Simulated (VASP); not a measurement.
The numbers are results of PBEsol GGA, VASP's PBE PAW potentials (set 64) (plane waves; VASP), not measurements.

The input files of a VASP run:

INCAR:
```
ALGO  =  Normal
EDIFF  =  1E-6
EDIFFG  =  -0.01
ENCUT  =  400
GGA  =  PS
IBRION  =  2
ISIF  =  3
ISMEAR  =  1
LASPH  =  .TRUE.
LCHARG  =  .FALSE.
LMAXMIX  =  6
LREAL  =  .FALSE.
LWAVE  =  .FALSE.
NELM  =  100
NSW  =  60
PREC  =  Accurate
SIGMA  =  0.1
SYSTEM  =  Eu
```

**KPOINTS**
```
Automatic mesh
0
Gamma
10 10 10
0 0 0
```

POSCAR:
```
Eu
1
   -2.2900000000     2.2900000000     2.2900000000
    2.2900000000    -2.2900000000     2.2900000000
    2.2900000000     2.2900000000    -2.2900000000
Eu
1
Direct
  0.0000000000   0.0000000000   0.0000000000
```

POTCAR, in this order: Eu_2 (PBE.64 set). Program: vasp_std.

Problem. What will the output report for the number of irreducible k-points (NKPTS), number of bands (NBANDS), largest plane-wave count, number of space-group operations, FFT grid (NGX, NGY, NGZ)?

Solution. 
```yaml
number of irreducible k-points (NKPTS): 47
number of bands (NBANDS): 8
largest_plane_wave_count: 901
number_of_space_group_operations: 48
FFT grid (NGX, NGY, NGZ): 28 × 28 × 28
```

The compound is Eu in the bcc structure. This run relaxes it. Symmetry was kept, so distortions that lower it aren't found. The 4f electrons are frozen in the core of the lanthanide potential, so 4f levels, which can set the real gap, and their magnetism are missing.
